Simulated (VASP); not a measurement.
An input for Quantum ESPRESSO's pw.x (written as the equivalent of a VASP run, and not itself run):

```
&CONTROL
  calculation = 'scf'
  pseudo_dir = './pseudo'
  outdir = './out'
  tprnfor = .true.
  tstress = .true.
/
&SYSTEM
  ibrav = 0
  nat = 2
  ntyp = 2
  ecutwfc = 82.3
  occupations = 'smearing'
  smearing = 'fermi-dirac'
  degauss = 0.003675
  input_dft = 'pz'
/
&ELECTRONS
  conv_thr = 7.3e-08
  electron_maxstep = 100
/
ATOMIC_SPECIES
  Hg 200.592 Hg.upf
  Te 127.600 Te.upf
CELL_PARAMETERS angstrom
     0.0000000    3.2884630    3.2884630
     3.2884630    0.0000000    3.2884630
     3.2884630    3.2884630    0.0000000
ATOMIC_POSITIONS crystal
  Hg   0.0000000  0.0000000  0.0000000
  Te   0.2500000  0.2500000  0.2500000
K_POINTS automatic
  9 9 9 0 0 0
```

### Question
Write the VASP files for the same calculation (LDA).

### Answer
Several could match; the one computed here: 
### KPOINTS
```
Automatic mesh
0
Gamma
9 9 9
0 0 0
```

File POSCAR:
```
HgTe
1
    0.0000000000     3.2884630000     3.2884630000
    3.2884630000     0.0000000000     3.2884630000
    3.2884630000     3.2884630000     0.0000000000
Hg Te
1 1
Direct
  0.0000000000   0.0000000000   0.0000000000
  0.2500000000   0.2500000000   0.2500000000
```

**INCAR**
```
ALGO = Normal   # blocked Davidson
EDIFF = 1E-6   # SCF stop (eV)
ISMEAR = -1
SIGMA = 0.05   # width (eV)
LASPH = T   # aspherical one-centre terms
LREAL = F
NELM = 100   # most electronic steps
LMAXMIX = 6   # l cut-off of mixed one-centre charges
SYSTEM = HgTe
LWAVE = F
LCHARG = F
PREC = Accurate
ISIF = 2   # forces and stress, cell fixed
ENCUT = 300   # plane-wave cut-off (eV)
```

POTCAR, in this order: Hg Te (LDA.64 set). Program: vasp_std.

What does not carry over: the potentials are each code's own (VASP's PAW set, PseudoDojo norm-conserving files in pw.x), so ENCUT and ecutwfc are chosen apart and not converted; conv_thr bounds pw.x's estimated SCF error, while EDIFF bounds the energy change between steps.

The structure is a typed HgTe crystal. The cell was not relaxed at this level. The run is one of a series of settings (GGA removed, POTCAR Hg Te (LDA.64 set) against the base run), some of them coarse on purpose.
